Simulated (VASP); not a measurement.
Level of theory: PBEsol GGA, VASP's PBE PAW potentials (set 64) (plane waves; VASP).

VASP ran on this input.

### INCAR
```
! general
SYSTEM  = HfB2
PREC    = Accurate
ENCUT   = 520
LREAL   = .FALSE.
LASPH   = .TRUE.

! electronic loop
EDIFF   = 1E-7
NELM    = 100
ALGO    = Normal
LMAXMIX = 6

! smearing
ISMEAR  = -5

! functional
GGA     = PS

! ions
ISIF    = 2

! output
LWAVE   = .FALSE.
LCHARG  = .TRUE.
LORBIT  = 11
NEDOS   = 601
```

### POSCAR
```
HfB2
1
    1.5629015728    -2.7070251603     0.0000000000
    1.5629015728     2.7070251603     0.0000000000
    0.0000000000     0.0000000000     3.4486145547
Hf B
1 2
Direct
  0.0000000000   0.0000000000   0.0000000000
  0.3333330000   0.6666670000   0.5000000000
  0.6666670000   0.3333330000   0.5000000000
```

KPOINTS:
```
Automatic mesh
0
Gamma
15 15 12
0 0 0
```

POTCAR, in this order: Hf_pv B (PBE.64 set). Program: vasp_std.

Output of the run:

### OUTCAR
```
 ion  position               nearest neighbor table
   1  0.000  0.000  0.000-   2 2.50   3 2.50   2 2.50   3 2.50   3 2.50   3 2.50   2 2.50   2 2.50
                             3 2.50   3 2.50   2 2.50   2 2.50
   2  0.333  0.667  0.500-   3 1.80   3 1.80   3 1.80   1 2.50   1 2.50   1 2.50   1 2.50   1 2.50
                             1 2.50
   3  0.667  0.333  0.500-   2 1.80   2 1.80   2 1.80   1 2.50   1 2.50   1 2.50   1 2.50   1 2.50
                             1 2.50
  LATTYP: Found a hexagonal cell.
 ALAT       =     3.1258033439
 C/A-ratio  =     1.1032730390
 Subroutine PRICEL returns:
 Original cell was already a primitive cell.
 Subroutine GETGRP returns: Found 24 space group operations
The static configuration has the point symmetry D_6h.
The dynamic configuration has the point symmetry D_6h.
 Subroutine INISYM returns: Found 24 space group operations
 Subroutine IBZKPT returns following result:
 Found    189 irreducible k-points:

 Following reciprocal coordinates:
            Coordinates               Weight
  0.000000  0.000000  0.000000      1.000000
  0.066667  0.000000  0.000000      6.000000
  0.133333  0.000000  0.000000      6.000000
  0.200000  0.000000  0.000000      6.000000
  0.266667  0.000000  0.000000      6.000000
  0.333333  0.000000  0.000000      6.000000
  0.400000  0.000000  0.000000      6.000000
  0.466667  0.000000  0.000000      6.000000
  0.066667  0.066667  0.000000      6.000000
  0.133333  0.066667  0.000000     12.000000
  0.200000  0.066667  0.000000     12.000000
  0.266667  0.066667  0.000000     12.000000
  0.333333  0.066667  0.000000     12.000000
  0.400000  0.066667  0.000000     12.000000
  0.466667  0.066667  0.000000      6.000000
  0.133333  0.133333  0.000000      6.000000
  0.200000  0.133333  0.000000     12.000000
  0.266667  0.133333  0.000000     12.000000
  0.333333  0.133333  0.000000     12.000000
  0.400000  0.133333  0.000000     12.000000
  0.200000  0.200000  0.000000      6.000000
  0.266667  0.200000  0.000000     12.000000
  0.333333  0.200000  0.000000     12.000000
  0.400000  0.200000  0.000000      6.000000
  0.266667  0.266667  0.000000      6.000000
  0.333333  0.266667  0.000000     12.000000
  0.333333  0.333333  0.000000      2.000000
  0.000000  0.000000  0.083333      2.000000
  0.066667  0.000000  0.083333     12.000000
  0.133333  0.000000  0.083333     12.000000
  0.200000  0.000000  0.083333     12.000000
  0.266667  0.000000  0.083333     12.000000
  0.333333  0.000000  0.083333     12.000000
  0.400000  0.000000  0.083333     12.000000
  0.466667  0.000000  0.083333     12.000000
  0.066667  0.066667  0.083333     12.000000
  0.133333  0.066667  0.083333     24.000000
  0.200000  0.066667  0.083333     24.000000
  0.266667  0.066667  0.083333     24.000000
  0.333333  0.066667  0.083333     24.000000
   k-points           NKPTS =    189   k-points in BZ     NKDIM =    189   number of bands    NBANDS=     12
   number of dos      NEDOS =    601   number of ions     NIONS =      3
   total plane-waves  NPLWV =  16128
   dimension x,y,z NGX =    24 NGY =   24 NGZ =   28
   dimension x,y,z NGXF=    48 NGYF=   48 NGZF=   56
   ions per type =               1   2
   PREC   = accura    normal or accurate (medium, high low for compatibility)
   ISTART =      0    job   : 0-new  1-cont  2-samecut
   ICHARG =      2    charge: 1-file 2-atom 10-const
   ISPIN  =      1    spin polarized calculation?
   LNONCOLLINEAR =      F non collinear calculations
   LSORBIT =      F    spin-orbit coupling
   INIWAV =      1    electr: 0-lowe 1-rand  2-diag
   ENCUT  =  520.0 eV  38.22 Ry    6.18 a.u.   5.81  5.81  6.41*2*pi/ulx,y,z
...
```

### OSZICAR
```
       N       E                     dE             d eps       ncg     rms          rms(c)
DAV:   1     0.273884714686E+02    0.27388E+02   -0.84504E+03  4536   0.127E+03
DAV:   2    -0.283208504935E+02   -0.55709E+02   -0.52038E+02  5512   0.238E+02
DAV:   3    -0.300676764779E+02   -0.17468E+01   -0.17211E+01  6004   0.325E+01
DAV:   4    -0.300810589171E+02   -0.13382E-01   -0.13607E-01  5444   0.308E+00
DAV:   5    -0.300812001337E+02   -0.14122E-03   -0.14988E-03  5916   0.256E-01    0.552E+01
DAV:   6    -0.279846961478E+02    0.20965E+01   -0.47763E+00  5444   0.145E+01    0.399E+01
DAV:   7    -0.279398252832E+02    0.44871E-01   -0.15947E+00  5716   0.880E+00    0.109E+01
DAV:   8    -0.278699609797E+02    0.69864E-01   -0.48092E-01  5376   0.489E+00    0.176E+00
DAV:   9    -0.278655174379E+02    0.44435E-02   -0.32640E-02  5276   0.142E+00    0.306E-01
DAV:  10    -0.278654410138E+02    0.76424E-04   -0.95731E-04  5568   0.269E-01    0.334E-01
DAV:  11    -0.278654524146E+02   -0.11401E-04   -0.10152E-04  5540   0.790E-02    0.172E-01
DAV:  12    -0.278654450952E+02    0.73194E-05   -0.12833E-05  5536   0.296E-02    0.284E-02
DAV:  13    -0.278654457337E+02   -0.63849E-06   -0.43601E-07  5492   0.648E-03    0.439E-03
DAV:  14    -0.278654457523E+02   -0.18596E-07   -0.82668E-09  3224   0.826E-04
   1 F= -.27865446E+02 E0= -.27865446E+02  d E =0.000000E+00
```

File OUTCAR:
```
------------------------ aborting loop because EDIFF is reached ----------------------------------------
  FORCE on cell =-STRESS in cart. coord.  units (eV):
  Direction    XX          YY          ZZ          XY          YZ          ZX
  --------------------------------------------------------------------------------------
  Total        0.0400363      0.0400363     -0.0324864      0.0000000     -0.0000000     -0.0000000
  in kB        2.1981946      2.1981950     -1.7836684      0.0000000     -0.0000000     -0.0000000
  external PRESSURE =       0.8709071 kB  Pullay stress =       0.0000000 kB
  volume of cell :       29.18
      direct lattice vectors                 reciprocal lattice vectors
     1.562901573 -2.707025160  0.000000000     0.319917779 -0.184704600  0.000000000
     1.562901573  2.707025160  0.000000000     0.319917779  0.184704600  0.000000000
     0.000000000  0.000000000  3.448614555     0.000000000  0.000000000  0.289971519
 POSITION                                       TOTAL-FORCE (eV/Angst)
 -----------------------------------------------------------------------------------
      0.00000      0.00000      0.00000         0.000000     -0.000000      0.000000
      1.56290      0.90234      1.72431         0.000000     -0.000000      0.000000
      1.56290     -0.90234      1.72431        -0.000000      0.000000     -0.000000
 -----------------------------------------------------------------------------------
    total drift:                                0.000000     -0.000000      0.000000
  FREE ENERGIE OF THE ION-ELECTRON SYSTEM (eV)
  ---------------------------------------------------
  free  energy   TOTEN  =       -27.8654457523 eV

  energy  without entropy=      -27.8654457523  energy(sigma->0) =      -27.86544575

 total charge

# of ion       s       p       d       tot
------------------------------------------
    1        0.304   6.611   1.886   8.801
    2        0.664   1.285   0.000   1.950
    3        0.664   1.285   0.000   1.950
--------------------------------------------------
tot          1.633   9.181   1.886  12.700
```
(Selected blocks of OUTCAR.)

For a metal the tetrahedron method with Blöchl corrections gives inexact stress and forces.

The compound is HfB2 in the AlB2 type structure. It was relaxed first.
